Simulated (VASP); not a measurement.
Output of a VASP run:

File OSZICAR:
```
...
DAV:   9    -0.168066225697E+02   -0.90286E-04   -0.14826E-05   580   0.159E-02    0.452E-03
DAV:  10    -0.168066772613E+02   -0.54692E-04   -0.82501E-06   566   0.929E-03    0.402E-03
DAV:  11    -0.168067080517E+02   -0.30790E-04   -0.26327E-06   621   0.652E-03    0.160E-03
DAV:  12    -0.168067234326E+02   -0.15381E-04   -0.23067E-06   586   0.409E-03    0.125E-03
DAV:  13    -0.168067444451E+02   -0.21012E-04   -0.12018E-06   509   0.284E-03    0.447E-04
DAV:  14    -0.168067552460E+02   -0.10801E-04   -0.98310E-07   516   0.215E-03    0.180E-04
DAV:  15    -0.168067562879E+02   -0.10420E-05   -0.35385E-08   565   0.573E-04
   3 F= -.16806756E+02 E0= -.16806756E+02  d E =-.372655E-01
       N       E                     dE             d eps       ncg     rms          rms(c)
DAV:   1    -0.168095863591E+02   -0.28311E-02   -0.10008E-01   668   0.224E+00    0.186E-01
DAV:   2    -0.168078810620E+02    0.17053E-02   -0.50102E-03   717   0.569E-01    0.114E-01
DAV:   3    -0.168075216897E+02    0.35937E-03   -0.98761E-04   752   0.269E-01    0.599E-02
DAV:   4    -0.168073355747E+02    0.18611E-03   -0.30938E-04   780   0.109E-01    0.288E-02
DAV:   5    -0.168073342181E+02    0.13566E-05   -0.41993E-05   794   0.441E-02
   4 F= -.16807334E+02 E0= -.16807334E+02  d E =-.378434E-01
       N       E                     dE             d eps       ncg     rms          rms(c)
DAV:   1    -0.168074534170E+02   -0.11784E-03   -0.32900E-03   675   0.406E-01    0.333E-02
DAV:   2    -0.168073822026E+02    0.71214E-04   -0.16633E-04   738   0.104E-01    0.210E-02
DAV:   3    -0.168073792709E+02    0.29317E-05   -0.36599E-05   661   0.494E-02    0.114E-02
DAV:   4    -0.168073892394E+02   -0.99685E-05   -0.14802E-05   509   0.227E-02
   5 F= -.16807389E+02 E0= -.16807389E+02  d E =-.378985E-01
       N       E                     dE             d eps       ncg     rms          rms(c)
DAV:   1    -0.168109726822E+02   -0.35934E-02   -0.18111E-01   605   0.281E+00    0.317E-01
DAV:   2    -0.168094841490E+02    0.14885E-02   -0.77119E-03   689   0.721E-01    0.133E-01
DAV:   3    -0.168090103211E+02    0.47383E-03   -0.76670E-04   766   0.228E-01    0.685E-02
DAV:   4    -0.168088413037E+02    0.16902E-03   -0.36119E-04   794   0.118E-01    0.301E-02
DAV:   5    -0.168088197308E+02    0.21573E-04   -0.42225E-05   773   0.466E-02    0.100E-02
DAV:   6    -0.168088175177E+02    0.22131E-05   -0.82602E-06   593   0.150E-02
   6 F= -.16808818E+02 E0= -.16808818E+02  d E =-.142828E-02
       N       E                     dE             d eps       ncg     rms          rms(c)
DAV:   1    -0.168113420115E+02   -0.25223E-02   -0.15000E-01   612   0.256E+00    0.288E-01
DAV:   2    -0.168099876453E+02    0.13544E-02   -0.63824E-03   647   0.653E-01    0.121E-01
DAV:   3    -0.168095585491E+02    0.42910E-03   -0.66775E-04   759   0.208E-01    0.628E-02
DAV:   4    -0.168094013759E+02    0.15717E-03   -0.30828E-04   780   0.107E-01    0.275E-02
DAV:   5    -0.168093893064E+02    0.12070E-04   -0.37831E-05   773   0.424E-02    0.944E-03
DAV:   6    -0.168094027607E+02   -0.13454E-04   -0.10400E-05   474   0.157E-02    0.411E-03
DAV:   7    -0.168094288952E+02   -0.26135E-04   -0.46588E-06   488   0.884E-03    0.245E-03
DAV:   8    -0.168094548527E+02   -0.25957E-04   -0.59795E-06   551   0.913E-03    0.143E-03
DAV:   9    -0.168094648096E+02   -0.99569E-05   -0.17929E-06   551   0.451E-03
   7 F= -.16809465E+02 E0= -.16809465E+02  d E =-.207557E-02
```

OUTCAR:
```
------------------------ aborting loop because EDIFF is reached ----------------------------------------
  FORCE on cell =-STRESS in cart. coord.  units (eV):
  Direction    XX          YY          ZZ          XY          YZ          ZX
  --------------------------------------------------------------------------------------
  Total       -0.1304973     -0.1304973     -0.0680211     -0.0000000      0.0000000     -0.0000000
  in kB       -0.9878341     -0.9878343     -0.5149041     -0.0000000      0.0000000     -0.0000000
  external PRESSURE =      -0.8301908 kB  Pullay stress =       0.0000000 kB
  volume of cell :      211.65
      direct lattice vectors                 reciprocal lattice vectors
     3.680603066 -0.000000000 -0.000000000     0.271694606  0.156862943  0.000000000
    -1.840301533  3.187495986 -0.000000000     0.000000000  0.313725885  0.000000000
    -0.000000000 -0.000000000 18.040949957     0.000000000  0.000000000  0.055429454
 POSITION                                       TOTAL-FORCE (eV/Angst)
 -----------------------------------------------------------------------------------
      1.84030      1.06250      7.72907        -0.000000     -0.000000      0.013256
     -0.00000      2.12500     10.31188         0.000000      0.000000     -0.013256
     -0.00000     -0.00000      9.02047        -0.000000     -0.000000      0.000000
 -----------------------------------------------------------------------------------
    total drift:                               -0.000000      0.000000      0.000000
  FREE ENERGIE OF THE ION-ELECTRON SYSTEM (eV)
  ---------------------------------------------------
  free  energy   TOTEN  =       -16.8094648096 eV

  energy  without entropy=      -16.8094648096  energy(sigma->0) =      -16.80946481

 reached required accuracy - stopping structural energy minimisation
```
(Selected blocks of OUTCAR.)

**POSCAR**
```
PtSe2 monolayer
1
    3.7417686239    -0.0000000000     0.0000000000
   -1.8708843119     3.2404669293     0.0000000000
    0.0000000000     0.0000000000    17.4559508080
Se Pt
2 1
Direct
  0.6666670000   0.3333330000   0.4303200000
  0.3333330000   0.6666670000   0.5696800000
  0.0000000000   0.0000000000   0.5000000000
```

Task: Write an INCAR and KPOINTS that could have produced this output.

Result: One answer among several that fit: the input of the run itself, LDA (Ceperley-Alder, Perdew-Zunger), plane waves, VASP's LDA PAW potentials (set 64).

**KPOINTS**
```
Automatic mesh
0
Gamma
12 12 1
0 0 0
```

### INCAR
```
SYSTEM=PtSe2 monolayer
PREC=Normal; ENCUT=400; LREAL=F
LASPH=T
EDIFF=1E-5; NELM=100; NELMIN=4
ALGO=Normal; LMAXMIX=6
ISMEAR=0; SIGMA=0.05
IBRION=2; NSW=50; ISIF=4
EDIFFG=-0.03
LWAVE=T; LCHARG=F
```

POTCAR, in this order: Se Pt (LDA.64 set). Program: vasp_std.

The cell is a sheet with vacuum, built from PtSe2 (1T layered).
